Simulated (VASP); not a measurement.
Here is the system:

```
GaAs2B
1.0
    5.21500     0.00000     0.00000
    0.00000     5.21500     0.00000
    0.00000     0.00000     5.21500
Ga As B
2 4 2
Cartesian
  0.00000   0.00000   0.00000
  2.60750   2.60750   0.00000
  1.30375   1.30375   1.30375
  3.91125   3.91125   1.30375
  3.91125   1.30375   3.91125
  1.30375   3.91125   3.91125
  2.60750   0.00000   2.60750
  0.00000   2.60750   2.60750
```

Level of theory: PBEsol GGA, VASP's PBE PAW potentials (set 64) (plane waves; VASP 6.6.1). Settings: 520 eV cut-off, 5×5×5 Γ-centred mesh, Gaussian smearing of 0.050 eV, potentials Ga_d As B.

Task: The ions, cell shape and volume are relaxed. Which structure does the run end with?

Result: 
```
GaAs2B
1.0
    5.15936     0.00000     0.00000
    0.00000     5.15936     0.00000
    0.00000     0.00000     5.35884
Ga As B
2 4 2
Direct
  0.00000   0.00000   0.00000
  0.50000   0.50000   0.00000
  0.25000   0.25000   0.28755
  0.75000   0.75000   0.28755
  0.75000   0.25000   0.71245
  0.25000   0.75000   0.71245
  0.50000   0.00000   0.50000
  0.00000   0.50000   0.50000
```
Space group P-4m2 (115), at a tolerance of 0.03 Å.

Task: How do energy and volume change from the first to the last step?

Result: The energy (σ→0) changes by -185.3 meV/atom and the volume by +0.6 %, in 12 ionic steps.

The structure was generated: Ga2As4B2 was put into an ordered model structure (P-4m2), which need not be its known phase. This run relaxes it. Symmetry was kept, so distortions that lower it aren't found.
